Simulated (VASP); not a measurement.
```xyz
1
Lattice="2.4921 0.0000 0.0000 0.0000 2.4921 0.0000 0.0000 0.0000 2.4921" Properties=species:S:1:pos:R:3 pbc="T T T"
Ru     0.0000     0.0000     0.0000
```

These are r2SCAN meta-GGA, VASP's PBE PAW potentials (set 64) (plane waves; VASP 6.6.1) values and carry that method's errors. Run with 400 eV cut-off, 16×16×16 Γ-centred mesh, tetrahedra with Blöchl corrections, potentials Ru_pv.

### Question
Give the energies of bands 4 to 9 at the high-symmetry points, in eV from the Fermi level.

### Answer

```csv
band,Γ,X,M,R
4,-7.53,-5.04,-6.54,-5.13
5,-5.85,-4.80,-3.94,-5.13
6,-5.85,-1.12,-0.57,-5.13
7,1.68,-1.12,-0.57,3.86
8,1.68,-0.20,3.68,3.86
9,1.68,1.95,5.99,8.96
```

It has no gap at this level: it comes out as a metal or semimetal.

The structure was generated: Ru was put into the simple-cubic type (Pm-3m), which need not be its known phase. It was relaxed first.
